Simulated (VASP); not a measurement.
Computed with HSE06 screened hybrid, VASP's PBE PAW potentials (set 64) (plane waves; VASP).

VASP ran on this input.

POSCAR:
```
Cd
1
    1.4900000000    -2.5807560000     0.0000000000
    1.4900000000     2.5807560000     0.0000000000
    0.0000000000     0.0000000000     5.6200000000
Cd
2
Direct
  0.3333330000   0.6666670000   0.2500000000
  0.6666670000   0.3333330000   0.7500000000
```

INCAR:
```
# general
SYSTEM    =  Cd
PREC      =  Accurate
ENCUT     =  400   # plane-wave cut-off (eV)
LREAL     =  F
LASPH     =  T   # aspherical one-centre terms
ISYM      =  3

# electronic loop
EDIFF     =  1E-6   # SCF stop (eV)
NELM      =  100
ALGO      =  Normal   # blocked Davidson
LMAXMIX   =  4   # l cut-off of mixed one-centre charges

# smearing
ISMEAR    =  1   # Methfessel-Paxton
SIGMA     =  0.1

# functional
GGA       =  PE
LHFCALC   =  T
AEXX      =  0.25
HFSCREEN  =  0.2
PRECFOCK  =  Fast

# ions
ISIF      =  2   # forces and stress, cell fixed

# output
LWAVE     =  F
LCHARG    =  F
```

KPOINTS:
```
K-points
0
Gamma
2 2 2
```

POTCAR, in this order: Cd (PBE.64 set). Program: vasp_std.

The resulting files:

**OSZICAR**
```
...
DAV:  12    -0.730876120374E-01    0.48412E-04   -0.28207E-05   152   0.795E-02    0.183E-01
DAV:  13    -0.731172828177E-01   -0.29671E-04   -0.37503E-05   144   0.533E-02    0.107E-01
DAV:  14    -0.733467526625E-01   -0.22947E-03   -0.38721E-05   144   0.817E-02    0.704E-02
DAV:  15    -0.743917195109E-01   -0.10450E-02   -0.27105E-04   144   0.108E-01    0.735E-02
DAV:  16    -0.773855016073E-01   -0.29938E-02   -0.60675E-04   144   0.167E-01    0.898E-02
DAV:  17    -0.785311256363E-01   -0.11456E-02   -0.91014E-04   136   0.261E-01    0.566E-02
DAV:  18    -0.785747925156E-01   -0.43667E-04   -0.32657E-04   144   0.180E-01    0.456E-02
DAV:  19    -0.784873614475E-01    0.87431E-04   -0.32179E-04   152   0.286E-01    0.285E-02
DAV:  20    -0.785674282988E-01   -0.80067E-04   -0.54817E-04   136   0.924E-02    0.347E-02
DAV:  21    -0.784822803121E-01    0.85148E-04   -0.23407E-04   168   0.337E-01    0.218E-02
DAV:  22    -0.785525781644E-01   -0.70298E-04   -0.85164E-04   128   0.871E-02    0.350E-02
DAV:  23    -0.785123044343E-01    0.40274E-04   -0.21971E-04   136   0.382E-01    0.298E-02
DAV:  24    -0.785098938868E-01    0.24105E-05   -0.10906E-03   136   0.221E-01    0.346E-02
DAV:  25    -0.785706319507E-01   -0.60738E-04   -0.38861E-04   144   0.358E-01    0.397E-02
DAV:  26    -0.784474133570E-01    0.12322E-03   -0.11389E-03   152   0.472E-01    0.300E-02
DAV:  27    -0.786362631475E-01   -0.18885E-03   -0.87577E-04   128   0.261E-01    0.495E-02
DAV:  28    -0.783969690492E-01    0.23929E-03   -0.97703E-04   168   0.508E-01    0.269E-02
DAV:  29    -0.786662603887E-01   -0.26929E-03   -0.17130E-03   136   0.131E-01    0.566E-02
DAV:  30    -0.784048758296E-01    0.26138E-03   -0.70343E-04   168   0.582E-01    0.349E-02
DAV:  31    -0.786170786510E-01   -0.21220E-03   -0.27090E-03   128   0.160E-01    0.609E-02
DAV:  32    -0.785029063509E-01    0.11417E-03   -0.68436E-04   136   0.649E-01    0.531E-02
DAV:  33    -0.784734155668E-01    0.29491E-04   -0.34258E-03   128   0.395E-01    0.603E-02
DAV:  34    -0.786824634074E-01   -0.20905E-03   -0.12512E-03   136   0.601E-01    0.705E-02
DAV:  35    -0.782767555079E-01    0.40571E-03   -0.34806E-03   160   0.784E-01    0.519E-02
DAV:  36    -0.788721895697E-01   -0.59543E-03   -0.27764E-03   144   0.431E-01    0.866E-02
DAV:  37    -0.781356488046E-01    0.73654E-03   -0.28599E-03   168   0.860E-01    0.468E-02
DAV:  38    -0.789374102810E-01   -0.80176E-03   -0.53067E-03   128   0.204E-01    0.973E-02
DAV:  39    -0.781862231115E-01    0.75119E-03   -0.19876E-03   160   0.962E-01    0.625E-02
DAV:  40    -0.787542266035E-01   -0.56800E-03   -0.82044E-03   128   0.302E-01    0.104E-01
DAV:  41    -0.785008809485E-01    0.25335E-03   -0.20624E-03   136   0.107E+00    0.934E-02
DAV:  42    -0.783078920617E-01    0.19299E-03   -0.99601E-03   136   0.697E-01    0.101E-01
DAV:  43    -0.790120879847E-01   -0.70420E-03   -0.38203E-03   136   0.962E-01    0.119E-01
DAV:  44    -0.777769533174E-01    0.12351E-02   -0.94422E-03   160   0.120E+00    0.837E-02
DAV:  45    -0.794744196146E-01   -0.16975E-02   -0.80285E-03   136   0.659E-01    0.141E-01
DAV:  46    -0.775040826379E-01    0.19703E-02   -0.69553E-03   168   0.135E+00    0.763E-02
DAV:  47    -0.795212776316E-01   -0.20172E-02   -0.14655E-02   128   0.267E-01    0.154E-01
DAV:  48    -0.777935292685E-01    0.17277E-02   -0.46389E-03   160   0.148E+00    0.108E-01
DAV:  49    -0.788801486751E-01   -0.10866E-02   -0.21459E-02   136   0.580E-01    0.164E-01
DAV:  50    -0.786856703025E-01    0.19448E-03   -0.55040E-03   136   0.161E+00    0.153E-01
DAV:  51    -0.777221450339E-01    0.96353E-03   -0.23597E-02   144   0.118E+00    0.153E-01
DAV:  52    -0.798149880511E-01   -0.20928E-02   -0.99671E-03   136   0.137E+00    0.181E-01
DAV:  53    -0.767198629806E-01    0.30951E-02   -0.19193E-02   168   0.171E+00    0.118E-01
DAV:  54    -0.805467448972E-01   -0.38269E-02   -0.19046E-02   136   0.839E-01    0.200E-01
DAV:  55    -0.766050034745E-01    0.39417E-02   -0.11845E-02   160   0.185E+00    0.115E-01
DAV:  56    -0.801645858055E-01   -0.35596E-02   -0.32322E-02   128   0.338E-01    0.214E-01
DAV:  57    -0.776512469729E-01    0.25133E-02   -0.83836E-03   144   0.203E+00    0.169E-01
DAV:  58    -0.784573617475E-01   -0.80611E-03   -0.42064E-02   136   0.104E+00    0.223E-01
DAV:  59    -0.794176390909E-01   -0.96028E-03   -0.11685E-02   136   0.210E+00    0.213E-01
DAV:  60    -0.764859877863E-01    0.29317E-02   -0.38456E-02   144   0.177E+00    0.190E-01
DAV:  61    -0.810010542900E-01   -0.45151E-02   -0.19462E-02   136   0.160E+00    0.229E-01
DAV:  62    -0.755488426248E-01    0.54522E-02   -0.25333E-02   160   0.210E+00    0.135E-01
DAV:  63    -0.814980494679E-01   -0.59492E-02   -0.34244E-02   128   0.761E-01    0.241E-01
DAV:  64    -0.762424275322E-01    0.52556E-02   -0.13717E-02   160   0.220E+00    0.159E-01
DAV:  65    -0.799967786552E-01   -0.37544E-02   -0.52610E-02   128   0.700E-01    0.260E-01
DAV:  66    -0.783104028701E-01    0.16864E-02   -0.12758E-02   136   0.247E+00    0.224E-01
DAV:  67    -0.772061407047E-01    0.11043E-02   -0.56638E-02   136   0.154E+00    0.253E-01
DAV:  68    -0.804957281907E-01   -0.32896E-02   -0.18262E-02   136   0.227E+00    0.245E-01
DAV:  69    -0.752932080213E-01    0.52025E-02   -0.42444E-02   144   0.241E+00    0.191E-01
DAV:  70    -0.819500523139E-01   -0.66568E-02   -0.29118E-02   128   0.147E+00    0.252E-01
DAV:  71    -0.750911903160E-01    0.68589E-02   -0.23532E-02   160   0.229E+00    0.146E-01
DAV:  72    -0.816068745407E-01   -0.65157E-02   -0.49486E-02   128   0.482E-01    0.266E-01
DAV:  73    -0.767746748343E-01    0.48322E-02   -0.13699E-02   160   0.244E+00    0.202E-01
DAV:  74    -0.788671964160E-01   -0.20925E-02   -0.65879E-02   136   0.116E+00    0.284E-01
DAV:  75    -0.793469717942E-01   -0.47978E-03   -0.16766E-02   136   0.266E+00    0.252E-01
DAV:  76    -0.759398792561E-01    0.34071E-02   -0.58723E-02   144   0.192E+00    0.248E-01
DAV:  77    -0.814239480619E-01   -0.54841E-02   -0.23607E-02   136   0.213E+00    0.257E-01
DAV:  78    -0.747080479719E-01    0.67159E-02   -0.37754E-02   168   0.236E+00    0.168E-01
DAV:  79    -0.823351373310E-01   -0.76271E-02   -0.38424E-02   136   0.112E+00    0.264E-01
DAV:  80    -0.753940421755E-01    0.69411E-02   -0.19061E-02   160   0.238E+00    0.165E-01
DAV:  81    -0.808502934356E-01   -0.54563E-02   -0.61317E-02   128   0.597E-01    0.283E-01
DAV:  82    -0.777908577370E-01    0.30594E-02   -0.14860E-02   136   0.266E+00    0.236E-01
DAV:  83    -0.774769972140E-01    0.31386E-03   -0.68798E-02   136   0.153E+00    0.285E-01
DAV:  84    -0.803018467504E-01   -0.28248E-02   -0.19810E-02   136   0.259E+00    0.260E-01
DAV:  85    -0.751276718393E-01    0.51742E-02   -0.52768E-02   144   0.229E+00    0.221E-01
DAV:  86    -0.820757132587E-01   -0.69480E-02   -0.28766E-02   128   0.180E+00    0.261E-01
DAV:  87    -0.746380363835E-01    0.74377E-02   -0.29961E-02   160   0.237E+00    0.152E-01
DAV:  88    -0.821790439650E-01   -0.75410E-02   -0.48479E-02   128   0.693E-01    0.271E-01
DAV:  89    -0.761563024976E-01    0.60227E-02   -0.15649E-02   160   0.246E+00    0.195E-01
DAV:  90    -0.795923396972E-01   -0.34360E-02   -0.69077E-02   128   0.101E+00    0.294E-01
DAV:  91    -0.788771592061E-01    0.71518E-03   -0.16841E-02   144   0.276E+00    0.255E-01
DAV:  92    -0.762670073022E-01    0.26102E-02   -0.65441E-02   144   0.184E+00    0.269E-01
DAV:  93    -0.811489998500E-01   -0.48820E-02   -0.22784E-02   136   0.236E+00    0.261E-01
DAV:  94    -0.746724400947E-01    0.64766E-02   -0.44247E-02   168   0.248E+00    0.187E-01
DAV:  95    -0.824225761608E-01   -0.77501E-02   -0.35347E-02   136   0.138E+00    0.265E-01
DAV:  96    -0.749782675784E-01    0.74443E-02   -0.22736E-02   160   0.239E+00    0.157E-01
DAV:  97    -0.814813984193E-01   -0.65031E-02   -0.58464E-02   128   0.455E-01    0.281E-01
DAV:  98    -0.771764490514E-01    0.43049E-02   -0.14699E-02   144   0.261E+00    0.226E-01
DAV:  99    -0.781733997751E-01   -0.99695E-03   -0.71580E-02   136   0.138E+00    0.295E-01
DAV: 100    -0.798399522660E-01   -0.16666E-02   -0.19065E-02   136   0.272E+00
   1 F= -.79839952E-01 E0= -.77355390E-01  d E =-.745369E-02
```

File OUTCAR:
```
------------------------ aborting loop EDIFF was not reached (unconverged)  ----------------------------
  FORCE on cell =-STRESS in cart. coord.  units (eV):
  Direction    XX          YY          ZZ          XY          YZ          ZX
  --------------------------------------------------------------------------------------
  Total        2.9701807      2.9701814     -5.4995287      0.0000000     -0.0000000      0.0000000
  in kB      110.1016770    110.1017023   -203.8621184      0.0000000     -0.0000000      0.0000000
  external PRESSURE =       5.4470870 kB  Pullay stress =       0.0000000 kB
  volume of cell :       43.22
      direct lattice vectors                 reciprocal lattice vectors
     1.490000000 -2.580756000  0.000000000     0.335570470 -0.193741679  0.000000000
     1.490000000  2.580756000  0.000000000     0.335570470  0.193741679  0.000000000
     0.000000000  0.000000000  5.620000000     0.000000000  0.000000000  0.177935943
 POSITION                                       TOTAL-FORCE (eV/Angst)
 -----------------------------------------------------------------------------------
      1.49000      0.86025      1.40500        -0.000000      0.000000     -0.000000
      1.49000     -0.86025      4.21500         0.000000      0.000000      0.000000
 -----------------------------------------------------------------------------------
    total drift:                               -0.000007     -0.000003      0.000203
  FREE ENERGIE OF THE ION-ELECTRON SYSTEM (eV)
  ---------------------------------------------------
  free  energy   TOTEN  =        -0.0798399523 eV

  energy  without entropy=       -0.0723862657  energy(sigma->0) =       -0.07735539

  exchange ACFDT corr.  =         0.00000000  see jH, gK, PRB 81, 115126
```
(Selected blocks of OUTCAR.)

### stdout
```
...
DAV:  81    -0.808502934356E-01   -0.54563E-02   -0.61317E-02   128   0.597E-01    0.283E-01
DAV:  82    -0.777908577370E-01    0.30594E-02   -0.14860E-02   136   0.266E+00    0.236E-01
DAV:  83    -0.774769972140E-01    0.31386E-03   -0.68798E-02   136   0.153E+00    0.285E-01
DAV:  84    -0.803018467504E-01   -0.28248E-02   -0.19810E-02   136   0.259E+00    0.260E-01
DAV:  85    -0.751276718393E-01    0.51742E-02   -0.52768E-02   144   0.229E+00    0.221E-01
DAV:  86    -0.820757132587E-01   -0.69480E-02   -0.28766E-02   128   0.180E+00    0.261E-01
DAV:  87    -0.746380363835E-01    0.74377E-02   -0.29961E-02   160   0.237E+00    0.152E-01
DAV:  88    -0.821790439650E-01   -0.75410E-02   -0.48479E-02   128   0.693E-01    0.271E-01
DAV:  89    -0.761563024976E-01    0.60227E-02   -0.15649E-02   160   0.246E+00    0.195E-01
DAV:  90    -0.795923396972E-01   -0.34360E-02   -0.69077E-02   128   0.101E+00    0.294E-01
DAV:  91    -0.788771592061E-01    0.71518E-03   -0.16841E-02   144   0.276E+00    0.255E-01
DAV:  92    -0.762670073022E-01    0.26102E-02   -0.65441E-02   144   0.184E+00    0.269E-01
DAV:  93    -0.811489998500E-01   -0.48820E-02   -0.22784E-02   136   0.236E+00    0.261E-01
DAV:  94    -0.746724400947E-01    0.64766E-02   -0.44247E-02   168   0.248E+00    0.187E-01
DAV:  95    -0.824225761608E-01   -0.77501E-02   -0.35347E-02   136   0.138E+00    0.265E-01
DAV:  96    -0.749782675784E-01    0.74443E-02   -0.22736E-02   160   0.239E+00    0.157E-01
DAV:  97    -0.814813984193E-01   -0.65031E-02   -0.58464E-02   128   0.455E-01    0.281E-01
DAV:  98    -0.771764490514E-01    0.43049E-02   -0.14699E-02   144   0.261E+00    0.226E-01
DAV:  99    -0.781733997751E-01   -0.99695E-03   -0.71580E-02   136   0.138E+00    0.295E-01
DAV: 100    -0.798399522660E-01   -0.16666E-02   -0.19065E-02   136   0.272E+00

 -----------------------------------------------------------------------------
|                                                                             |
|           W    W    AA    RRRRR   N    N  II  N    N   GGGG   !!!           |
|           W    W   A  A   R    R  NN   N  II  NN   N  G    G  !!!           |
|           W    W  A    A  R    R  N N  N  II  N N  N  G       !!!           |
|           W WW W  AAAAAA  RRRRR   N  N N  II  N  N N  G  GGG   !            |
|           WW  WW  A    A  R   R   N   NN  II  N   NN  G    G                |
|           W    W  A    A  R    R  N    N  II  N    N   GGGG   !!!           |
|                                                                             |
|     The electronic self-consistency was not achieved in the given           |
|     number of steps (NELM). The forces and other quantities evaluated       |
|     might not be reliable so examine the results carefully. If you find     |
|     spurious results, we suggest increasing NELM, if you were close to      |
|     convergence or switching to a different ALGO or adjusting the           |
|     density mixing parameters otherwise.                                    |
|                                                                             |
 -----------------------------------------------------------------------------

   1 F= -.79839952E-01 E0= -.77355390E-01  d E =-.745369E-02
```

Convergence was not reached.

The compound is Cd in the hcp structure. The cell was not relaxed at this level. The k-mesh is coarse (spacing up to 1.22 per Å, 2π included), so the numbers may not be converged in it.
